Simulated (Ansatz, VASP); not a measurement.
**Cross-check of W (W(100)-(2x1) missing row) between VASP and Ansatz**

One calculation is typed for both programs; each brings its own data sets. How far apart do they land? Of the first pair: The structure shown is the start of the Ansatz relaxation below; VASP solves that cell, so the two are compared at the walk's first step.

Method: plane waves, with VASP 6.6.1 beside it; single point at PBE, in Ansatz 0.2.0.

## (1) Set-up

The cell holds 9 atoms: 9 W. Its edges and angles: a = 6.320 Å, b = 3.160 Å, c = 23.320 Å, α = 90.0°, β = 90.0°, γ = 90.0°. Vacuum lies along c.

## (2) Ansatz: relaxation, PBE

Ansatz runs on its default PAW (the set named soft_2) files.

The two programs are compared at the cell with which this relaxation starts, whose forces are those of its first step.

File input.yaml:

```yaml
crystal:
  lattice:
    - [6.32, 0.0, 0.0]
    - [0.0, 3.16, 0.0]
    - [0.0, 0.0, 23.32]
  atoms:
    - { symbol: W, position: [0.0, 0.0, 0.3644939966] }
    - { symbol: W, position: [0.5, 0.0, 0.3644939966] }
    - { symbol: W, position: [0.25, 0.5, 0.4322469983] }
    - { symbol: W, position: [0.75, 0.5, 0.4322469983] }
    - { symbol: W, position: [0.0, 0.0, 0.5] }
    - { symbol: W, position: [0.5, 0.0, 0.5] }
    - { symbol: W, position: [0.25, 0.5, 0.5677530017] }
    - { symbol: W, position: [0.75, 0.5, 0.5677530017] }
    - { symbol: W, position: [0.0, 0.0, 0.6355060034] }
kpoints:
  mp_grid: { grid: [5, 9, 1] }
hamiltonian:
  xc: pbe
scf:
  occupations: { method: fermi_dirac, width: 0.1 }
  convergence: { dr2_threshold: 1.0e-08 }
efield:
  axis: 3
  dipole_correction: true
  ramp_position: 0.97
  ramp_width: 0.06
relax:
  f_tol: 0.015
  max_steps: 90
  constraints: [{ sites: [0, 1, 2, 3] }]
output:
  write_potential: true
  write_density: true
  volumetric_format: npy
```

The run is started by

```sh
$ ansatz run input.yaml --threads 4 --pin off --max-ram 6144MiB --backend cpu --events-out ev --progress --plain --runs-dir out
```

Numbers of over 12 decimals in the logs are rounded to 6 here.

Log:

```text
Engine: ansatz 0.2.0, aarch64-unknown-linux-gnu
Pseudopotentials: kind: paw
Pseudopotential: W, paw, valence charge 14, recommended cutoff 420 eV (normal), W.paw.azcp
Functional definition: PBE
  parameter kappa = 0.804
  parameter beta = 0.066725
  exchange = pbe_x(kappa = kappa, mu = beta*pi^2/3)
  correlation = pbe_c(beta = beta)
Crystal: 9 atoms, lattice volume = 465.728 Å³
Basis set: ecut = 420 eV, 9147 PW (Γ), exchange–correlation on 90×48×320 points (8 copies of the dense FFT grid, shifted against one another)
Bands: 76, of which v1, the nominal top of the filled ones, is band 63 counted from 1 (62 counted from 0)
Symmetry: 4 space group operations
Space group: Pmm2 (ITA 25), of the structure as read, at distance tolerance 7.8e-5 Å
k-points: 15 of 45
Non-local potential: W, projectors of the file, l = 0: 3, l = 1: 2, l = 2: 2, l = 3: 1
PAW form: soft (Blöchl's): semilocal exchange-correlation on the pseudo side does not see the compensation charge
PAW one-centre angular grid: W, 590 points (default); XC on 64 Gauss nodes
Initial density: superposition of atomic densities (neutral atoms: chi_scale 0, normalization atom), corrected by the library's trained network
Initial wavefunctions: pseudopotential atomic-orbital guess
Functional: x = pbe(κ = 0.804, μ = 0.219515), c = pbe(β = 0.066725)
SCF iter   1: F=—  HF=-93453.078680 eV  |F-HF|=—  |Δ(HF+E_count)|=         —  Δρ=7.03e-3  dr2=2.48e0  ethr=1.77e-3  p=0.016 e·Å  D=6.04e-3 V/Å  ΔV_dip=-0.14 eV  dr2_dipole=4.49e-1  V_vac-E_F(+/−)=4.28/4.42 eV  ⟨swp⟩=9.2  Hψ=5611  notcnv=0
efield: sawtooth ramp at fractional position 0.9700 (set: `efield.ramp_position`, or a place that a band, a saddle search or an elastic batch's reference lends), width 0.0600; the density the first Hamiltonian is built on has a dipole p = 0.016 e·Å; the dipole correction subtracts the counter field D = 6.04e-3 V/Å, which shifts the + side's vacuum level by -0.14 eV against the − side's; the planar-averaged density in the ramp window peaks in size at 2.1e-5 e/Å³
preconditioner: auto → LDOS  [metal: Δε(μ)=0.006 eV  Ē_g=4.156 eV  σ=0.100 eV  W_gap=0.01  n_scr=74 (ndim 8)  ℏωp=12.6 eV  f_vac=0.586  D(μ)=9.75/eV (n_scr^D=40)  β→1.0]
SCF iter   2: F=—  HF=-93452.994505 eV  |F-HF|=—  |Δ(HF+E_count)|=   8.42e-2  Δρ=4.01e-3  dr2=4.38e-1  ethr=1.77e-3  p=0.054 e·Å  D=2.09e-2 V/Å  ΔV_dip=-0.49 eV  dr2_dipole=2.94e-2  V_vac-E_F(+/−)=3.70/4.19 eV  ⟨swp⟩=2.9  Hψ=1514  notcnv=0
SCF iter   3: F=—  HF=-93452.977561 eV  |F-HF|=—  |Δ(HF+E_count)|=   1.69e-2  Δρ=9.55e-4  dr2=2.03e-2  ethr=3.47e-4  p=0.043 e·Å  D=1.66e-2 V/Å  ΔV_dip=-0.39 eV  dr2_dipole=2.36e-3  V_vac-E_F(+/−)=3.84/4.23 eV  ⟨swp⟩=2.1  Hψ=1453  notcnv=0
SCF iter   4: F=—  HF=-93452.976895 eV  |F-HF|=—  |Δ(HF+E_count)|=   6.66e-4  Δρ=2.72e-4  dr2=1.13e-3  ethr=1.61e-5  p=0.046 e·Å  D=1.77e-2 V/Å  ΔV_dip=-0.41 eV  dr2_dipole=9.93e-5  V_vac-E_F(+/−)=3.79/4.20 eV  ⟨swp⟩=2.0  Hψ=1543  notcnv=0
SCF iter   5: F=—  HF=-93452.976987 eV  |F-HF|=—  |Δ(HF+E_count)|=   9.23e-5  Δρ=1.12e-4  dr2=1.94e-4  ethr=8.95e-7  p=0.046 e·Å  D=1.78e-2 V/Å  ΔV_dip=-0.42 eV  dr2_dipole=2.11e-6  V_vac-E_F(+/−)=3.77/4.19 eV  ⟨swp⟩=2.3  Hψ=1683  notcnv=0
SCF iter   6: F=—  HF=-93452.977007 eV  |F-HF|=—  |Δ(HF+E_count)|=   1.99e-5  Δρ=3.41e-5  dr2=9.95e-6  ethr=1.54e-7  p=0.046 e·Å  D=1.79e-2 V/Å  ΔV_dip=-0.42 eV  dr2_dipole=6.81e-7  V_vac-E_F(+/−)=3.77/4.18 eV  ⟨swp⟩=2.2  Hψ=1585  notcnv=0
SCF iter   7: F=—  HF=-93452.976906 eV  |F-HF|=—  |Δ(HF+E_count)|=   1.01e-4  Δρ=1.31e-5  dr2=2.24e-6  ethr=7.90e-9  p=0.046 e·Å  D=1.79e-2 V/Å  ΔV_dip=-0.42 eV  dr2_dipole=1.36e-10  V_vac-E_F(+/−)=3.76/4.18 eV  ⟨swp⟩=3.5  Hψ=2428  notcnv=0
SCF iter   8: F=—  HF=-93452.976907 eV  |F-HF|=—  |Δ(HF+E_count)|=   6.37e-7  Δρ=4.19e-6  dr2=1.76e-7  ethr=1.78e-9  p=0.046 e·Å  D=1.79e-2 V/Å  ΔV_dip=-0.42 eV  dr2_dipole=5.22e-11  V_vac-E_F(+/−)=3.76/4.18 eV  ⟨swp⟩=2.3  Hψ=1920  notcnv=0
SCF iter   9: F=—  HF=-93452.976907 eV  |F-HF|=—  |Δ(HF+E_count)|=   1.48e-7  Δρ=1.69e-6  dr2=2.34e-8  ethr=1.40e-10  p=0.046 e·Å  D=1.79e-2 V/Å  ΔV_dip=-0.42 eV  dr2_dipole=1.02e-10  V_vac-E_F(+/−)=3.76/4.18 eV  ⟨swp⟩=3.1  Hψ=2271  notcnv=0
SCF iter  10: F=-93452.976907 eV  HF=-93452.976907 eV  |F-HF|=2.24e-9  |Δ(HF+E_count)|=   5.52e-8  Δρ=5.68e-7  dr2=4.11e-9  ethr=7.94e-12  p=0.046 e·Å  D=1.79e-2 V/Å  ΔV_dip=-0.42 eV  dr2_dipole=1.42e-12  V_vac-E_F(+/−)=3.76/4.18 eV  ⟨swp⟩=11.3  Hψ=8561  notcnv=0
SCF 1 converged in 10 iterations: F = -93452.976907 eV  dr2 = 4.11e-9
  greatest PAW one-centre occupation: 1.000 electrons in one spin orbital (limit 2), on the W atom at site 8 (counted from 0), in its partial waves of l = 0
relax step   1: F+E_penalty+E_count = -93452.97690705 eV  Δ(F+E_penalty+E_count) = +0.000e0 eV  max|allowed force component| = 2.649e0 eV/Å  Δτ_max = 0.0000 Å  (10 SCF iters, accepted)
[...]
relax step   4: F+E_penalty+E_count = -93453.31727845 eV  Δ(F+E_penalty+E_count) = -5.529e-4 eV  max|allowed force component| = 3.474e-2 eV/Å  Δτ_max = 0.0131 Å  (8 SCF iters, accepted)
[...]
relax step   5: F+E_penalty+E_count = -93453.31744977 eV  Δ(F+E_penalty+E_count) = -1.713e-4 eV  max|allowed force component| = 4.369e-3 eV/Å  Δτ_max = 0.0053 Å  (7 SCF iters, accepted)
NSCF: frozen V_eff on 15 k-points
the band table was solved once a step of the walk had ended and its energy, with any forces and stress, was formed, with the checks that follow a solve (5177 applications of the Hamiltonian). They found nothing against the state; the energy, forces and stress were not computed again (output.eigenvalues in the input reference)
SCF converged after 7 iterations
Free energy (F): -93453.317450 eV
Harris-Foulkes:  -93453.317450 eV  (|F-HF|=8.56e-9)
Internal energy: -93452.988612 eV  (E = F + TS)
E sigma→0 (E₀):  -93453.153031 eV
Entropy (-TS):   -0.328838 eV (-36.538 meV/atom)
Fermi energy:    4.201699 eV
Dipole field:    D = 0.016722 V/Å  (p = 0.043038 e·Å, saw-weighted, corrected)
Work function:   Φ+ = 3.7852 eV   Φ− = 4.1751 eV
Levels:          The Fermi level and band energies are counted from a zero that moves with the ramp; work functions are not
--- Per-component energies (eV) ---
  E_band       = -3008.669373
  E_kinetic    = 4026.932712
  E_local      = -139513.526491  (includes V_loc(G=0)·N_el)
  E_nonlocal   = 15.614125
  E_hartree    = 67858.005726
  E_xc         = -2387.362583
  E_vxc        = -2129.187031  (∫ρ·V_xc dr)
  E_paw        = -77063.287427  (= ΣΔE_a)
  E_vpaw       = -1125.269506  (= ΣTr[D̂ρ^β])
  E_aug_tail   = -0.000528  (compensation charges beyond the density's cutoff)
  E_efield     = 0.000360  (sawtooth field / dipole correction)
  E_vefield    = 0.750322  (∫n·V_field dr)
  E_ewald      = 53610.635494
  E_smearing   = -0.328838  (= −TS)
  E_closure    = 0.000000  (closes the sum)
  Σ components = -93453.317450   (vs F -93453.317450, Δ=0.00e0)
--- Forces (eV/Å), atoms counted from 1 ---
  atom   1  W      0.00000000     0.00000000     1.63700277
  atom   2  W      0.00000000     0.00000000     1.46020649
  atom   3  W      0.18846151     0.00000000    -1.54889637
  atom   4  W     -0.18846151     0.00000000    -1.54889637
  atom   5  W      0.00000000     0.00000000    -0.00162245
  atom   6  W      0.00000000     0.00000000     0.00436947
  atom   7  W      0.00048183     0.00000000    -0.00051066
  atom   8  W     -0.00048183     0.00000000    -0.00051066
  atom   9  W      0.00000000     0.00000000    -0.00117531
  max |Σ_I F_I| component: 3.31e-5 eV/Å
--- Band table (eV; the first three rows and the last of 15) ---
  k-point 0: bands = [... 59 lower, 3.6914, 3.7956, 3.8240, 3.9035, 4.3113, 4.3204, 4.4248, 4.8220, ... 9 higher]
  k-point 1: bands = [... 59 lower, 3.8030, 3.8685, 3.8824, 4.1464, 4.2308, 4.2494, 4.6712, 4.8454, ... 9 higher]
  k-point 2: bands = [... 59 lower, 3.6290, 3.7072, 4.0041, 4.0279, 4.5826, 4.7735, 4.7880, 4.8751, ... 9 higher]
  k-point 14: bands = [... 59 lower, 3.2724, 3.8825, 4.1778, 4.2554, 4.3824, 4.5953, 5.1247, 5.4448, ... 9 higher]
--- Relaxed structure (5 steps of the walk, 5 accepted, 0 SCFs on fresh bases) ---
  F+E_penalty+E_count = -93453.31744977 eV   max|allowed force component| = 4.369e-3 eV/Å
  atoms:
    - { symbol: W, position: [0.0, 0.0, 0.3644939966] }
    - { symbol: W, position: [0.500000, 0.0, 0.3644939966] }
    - { symbol: W, position: [0.250000, 0.500000, 0.432247] }
    - { symbol: W, position: [0.750000, 0.500000, 0.432247] }
    - { symbol: W, position: [0.0, 0.0, 0.501235] }
    - { symbol: W, position: [0.500000, 0.0, 0.502270] }
    - { symbol: W, position: [0.247002, 0.500000, 0.568996] }
    - { symbol: W, position: [0.752998, 0.500000, 0.568996] }
    - { symbol: W, position: [0.0, 0.0, 0.627714] }
```

## (3) VASP: single point, PBE, start cell, pair 1

The same cell, functional, mesh and smearing now go to VASP, with its own data sets.

Lines of VASP's logs that name or quote its potential files are left out, and so is its time.

File INCAR:

```
SYSTEM = W
PREC = Accurate
ENCUT = 520
EDIFF = 1E-06
NELM = 120
ISMEAR = -1
SIGMA = 0.1
LREAL = .FALSE.
ALGO = Normal
GGA = PE
NBANDS = 36
LASPH = .TRUE.
LORBIT = 11
LWAVE = .FALSE.
LCHARG = .FALSE.
ISIF = 2
LDIPOL = .TRUE.
IDIPOL = 3
DIPOL = 0.5 0.5 0.484
LVHAR = .TRUE.
GGA_COMPAT = .FALSE.
NELMDL = -8
KPAR = 2
```

File POSCAR:

```
W
1.0
    6.3200000000      0.0000000000      0.0000000000
    0.0000000000      3.1600000000      0.0000000000
    0.0000000000      0.0000000000     23.3200000000
W
9
Direct
    0.0000000000      0.0000000000      0.3644939966
    0.5000000000      0.0000000000      0.3644939966
    0.2500000000      0.5000000000      0.4322469983
    0.7500000000      0.5000000000      0.4322469983
    0.0000000000      0.0000000000      0.5000000000
    0.5000000000      0.0000000000      0.5000000000
    0.2500000000      0.5000000000      0.5677530017
    0.7500000000      0.5000000000      0.5677530017
    0.0000000000      0.0000000000      0.6355060034
```

File KPOINTS:

```
Automatic mesh
0
Gamma
5 9 1
0 0 0
```

PAW data sets: W (PBE family, release 64).

The run is started by

```sh
$ mpirun -np 2 vasp_std
```

Log:

```text
[banner, memory and clock lines left out]
running    2 mpi-ranks, on    1 nodes
 distrk:  each k-point on    1 cores,    2 groups
 distr:  one band on    1 cores,    1 groups

 POSCAR found type information on POSCAR W
 POSCAR found :  1 types and       9 ions
 LDA part: xc-table for (Slater+PW92), standard interpolation
 POSCAR, INCAR and KPOINTS ok, starting setup
 FFT: planning ... GRIDC
 FFT: planning ... GRID_SOFT
 FFT: planning ... GRID
 WAVECAR not read
 entering main loop
       N       E                     dE             d eps       ncg     rms          rms(c)
DAV:   1     0.275819339122E+03    0.27582E+03   -0.18934E+04  1080   0.115E+03
DAV:   2    -0.721334338426E+02   -0.34795E+03   -0.33145E+03  1608   0.235E+02
DAV:   3    -0.112463416630E+03   -0.40330E+02   -0.39044E+02  1240   0.790E+01
DAV:   4    -0.115863198003E+03   -0.33998E+01   -0.33300E+01  1808   0.192E+01
DAV:   5    -0.115995521787E+03   -0.13232E+00   -0.13066E+00  1808   0.391E+00
DAV:   6    -0.116001370831E+03   -0.58490E-02   -0.57879E-02  1920   0.629E-01
DAV:   7    -0.116001752873E+03   -0.38204E-03   -0.37825E-03  1776   0.134E-01
DAV:   8    -0.116001792002E+03   -0.39130E-04   -0.38640E-04  1920   0.306E-02    0.521E+01
DAV:   9    -0.115467165151E+03    0.53463E+00   -0.97163E+01  1776   0.274E+01    0.292E+01
DAV:  10    -0.157436170372E+03   -0.41969E+02   -0.54916E+02  2080   0.847E+01    0.255E+01
DAV:  11    -0.150219709950E+03    0.72165E+01   -0.75543E+02  2084   0.831E+01    0.244E+01
DAV:  12    -0.105234526805E+03    0.44985E+02   -0.26767E+02  1960   0.543E+01    0.123E+01
DAV:  13    -0.108102360901E+03   -0.28678E+01   -0.53901E+01  1768   0.245E+01    0.953E+00
DAV:  14    -0.107098727984E+03    0.10036E+01   -0.70241E+00  1816   0.816E+00    0.559E+00
[...]
DAV:  27    -0.106606529574E+03   -0.95175E-04   -0.19718E-04  1736   0.388E-02    0.331E-02
DAV:  28    -0.106606558893E+03   -0.29319E-04   -0.78854E-05  1400   0.280E-02    0.134E-02
DAV:  29    -0.106606583438E+03   -0.24544E-04   -0.61894E-06  1272   0.883E-03    0.129E-02
DAV:  30    -0.106606599572E+03   -0.16134E-04   -0.57985E-06  1128   0.692E-03    0.709E-03
DAV:  31    -0.106606602924E+03   -0.33527E-05   -0.42853E-06  1232   0.598E-03    0.367E-03
DAV:  32    -0.106606604600E+03   -0.16757E-05   -0.68731E-07   824   0.431E-03    0.194E-03
DAV:  33    -0.106606606953E+03   -0.23534E-05   -0.74485E-07   856   0.255E-03    0.276E-03
DAV:  34    -0.106606607557E+03   -0.60335E-06   -0.20780E-07   768   0.180E-03
   1 F= -.10660661E+03 E0= -.10643499E+03  d E =-.343235E+00
```

Parts of OUTCAR (step 3):

```text
ion  position               nearest neighbor table
   1  0.000  0.000  0.364-   3 2.74   4 2.74   3 2.74   4 2.74   5 3.16   2 3.16   2 3.16
   2  0.500  0.000  0.364-   3 2.74   4 2.74   3 2.74   4 2.74   6 3.16   1 3.16   1 3.16
   3  0.250  0.500  0.432-   5 2.74   6 2.74   5 2.74   6 2.74   1 2.74   2 2.74   1 2.74   2 2.74
                             7 3.16   4 3.16   4 3.16
   4  0.750  0.500  0.432-   5 2.74   6 2.74   5 2.74   6 2.74   1 2.74   2 2.74   1 2.74   2 2.74
                             8 3.16   3 3.16   3 3.16
   5  0.000  0.000  0.500-   3 2.74   4 2.74   7 2.74   8 2.74   3 2.74   4 2.74   7 2.74   8 2.74
                             1 3.16   9 3.16   6 3.16   6 3.16
   6  0.500  0.000  0.500-   3 2.74   4 2.74   7 2.74   8 2.74   3 2.74   4 2.74   7 2.74   8 2.74
                             2 3.16   5 3.16   5 3.16
   7  0.250  0.500  0.568-   5 2.74   6 2.74   5 2.74   6 2.74   9 2.74   9 2.74   3 3.16   8 3.16
                             8 3.16
   8  0.750  0.500  0.568-   5 2.74   6 2.74   5 2.74   6 2.74   9 2.74   9 2.74   4 3.16   7 3.16
                             7 3.16
   9  0.000  0.000  0.636-   7 2.74   8 2.74   7 2.74   8 2.74   5 3.16

  LATTYP: Found a simple orthorhombic cell.
 ALAT       =     3.1600000000
 B/A-ratio  =     2.0000000000
 C/A-ratio  =     7.3797468354

 Subroutine GETGRP returns: Found  4 space group operations
 (whereof  4 operations were pure point group operations)

The static configuration has the point symmetry C_2v.

 Found     15 irreducible k-points:

   k-points           NKPTS =     15   k-points in BZ     NKDIM =     15   number of bands    NBANDS=     36

   dimension x,y,z NGX =    48 NGY =   24 NGZ =  180
   dimension x,y,z NGXF=    96 NGYF=   48 NGZF=  360

   ENCUT  =  520.0 eV  38.22 Ry    6.18 a.u.  11.75  5.88 43.36*2*pi/ulx,y,z

   NELECT =      54.0000    total number of electrons

 k-points in reciprocal lattice and weights: Automatic mesh
   0.00000000  0.00000000  0.00000000       0.022
   0.20000000  0.00000000  0.00000000       0.044
   0.40000000  0.00000000  0.00000000       0.044
   0.00000000  0.11111111  0.00000000       0.044
   0.20000000  0.11111111  0.00000000       0.089
   0.40000000  0.11111111  0.00000000       0.089
   0.00000000  0.22222222  0.00000000       0.044
   0.20000000  0.22222222  0.00000000       0.089
   0.40000000  0.22222222  0.00000000       0.089
[...]
0.20000000  0.44444444  0.00000000       0.089
   0.40000000  0.44444444  0.00000000       0.089

 dipolmoment           0.000000      0.000000     -0.045316 electrons x Angstroem

 average (electrostatic) potential at core
       1 -45.9644       2 -45.9768       3 -45.8981       4 -45.8981       5 -45.9947
       6 -45.8785       7 -45.9917       8 -45.9917       9 -46.1176

 E-fermi :  -0.3673

 k-point     1 :       0.0000    0.0000    0.0000
  band No.  band energies     occupation
    ...
     24      -0.8995      1.99028
     25      -0.8186      1.97830
     26      -0.7479      1.95650
     27      -0.6576      1.89599
     28      -0.3297      0.81395
     29      -0.1447      0.19484
     30      -0.0385      0.07196
     31       0.1682      0.00940
     32       0.3353      0.00177
     33       0.3966      0.00096
    ...

 k-point     2 :       0.2000    0.0000    0.0000
  band No.  band energies     occupation
    ...
     23      -1.0692      1.99821
     24      -0.9439      1.99376
     25      -0.8804      1.98824
     26      -0.4913      1.55116
     27      -0.4733      1.48543
     28      -0.2527      0.48250
     29      -0.1731      0.25079
     30      -0.0610      0.08933
     31       0.2132      0.00601
     32       0.2974      0.00259
    ...

 k-point     3 :       0.4000    0.0000    0.0000
  band No.  band energies     occupation
    ...
     24      -1.1295      1.99902
     25      -1.0168      1.99698
     26      -0.4516      1.39809
     27      -0.4117      1.21812
     28      -0.3013      0.68123
     29      -0.2021      0.32162
     30       0.0600      0.02748
     31       0.2239      0.00540
     32       0.3154      0.00217
     33       0.5199      0.00028
    ...

  Total      -13.7224229    -16.9885816    -11.2577127      0.0000000      0.0000000      0.0000000
  in kB      -47.2072469    -58.4433358    -38.7282645      0.0000000      0.0000000      0.0000000
  external PRESSURE =     -48.1262824 kB  Pullay stress =       0.0000000 kB

  energy-cutoff  :      520.00
  volume of cell :      465.73
      direct lattice vectors                 reciprocal lattice vectors
     6.320000000  0.000000000  0.000000000     0.158227848  0.000000000  0.000000000
     0.000000000  3.160000000  0.000000000     0.000000000  0.316455696  0.000000000
     0.000000000  0.000000000 23.320000000     0.000000000  0.000000000  0.042881647

 POSITION                                       TOTAL-FORCE (eV/Angst)
 -----------------------------------------------------------------------------------
      0.00000      0.00000      8.50000         0.000000      0.000000      1.754167
      3.16000      0.00000      8.50000         0.000000      0.000000      1.637993
      1.58000      1.58000     10.08000         0.138005      0.000000     -1.960397
      4.74000      1.58000     10.08000        -0.138005      0.000000     -1.960397
      0.00000      0.00000     11.66000         0.000000      0.000000      1.101908
      3.16000      0.00000     11.66000         0.000000      0.000000      0.743378
      1.58000      1.58000     13.24000        -0.798148      0.000000      0.790618
      4.74000      1.58000     13.24000         0.798148      0.000000      0.790618
      0.00000      0.00000     14.82000         0.000000      0.000000     -2.897889
 -----------------------------------------------------------------------------------
    total drift:                                0.000000     -0.000000      0.000991

  FREE ENERGIE OF THE ION-ELECTRON SYSTEM (eV)
  ---------------------------------------------------
  free  energy   TOTEN  =      -106.6066075567 eV

  energy  without entropy=     -106.2633728930  energy(sigma->0) =     -106.43499022

 vacuum level on the upper side and lower side of the slab         3.420         3.831

 total charge
# of ion       s       p       d       tot
------------------------------------------
    1        0.633   0.387   3.994   5.014
    2        0.631   0.387   3.996   5.013
    3        0.685   0.684   4.157   5.527
    4        0.685   0.684   4.157   5.527
    5        0.674   0.697   4.183   5.554
    6        0.694   0.681   4.172   5.547
    7        0.656   0.568   4.035   5.259
    8        0.656   0.568   4.035   5.259
    9        0.683   0.327   3.974   4.984
--------------------------------------------------
tot          5.999   4.981  36.703  47.683

[... 3 further parts left out ...]
```

The data set W keeps the semicore shell frozen, which is cheaper and a little less accurate.

[end of part 1 of 2]

[Lines on the potential files, build, host, timing and source positions are cut from VASP's logs without a mark.]

[Logs are printed without paths, hosts, clocks, repeated set-up lines and the standing remarks that a program may print on its own settings, such as how far it seeks lower states.]

[Hosts, paths, dates, database ids (printed as entryN), source tags and the programs' standing remarks are cut or masked in the printed files.]
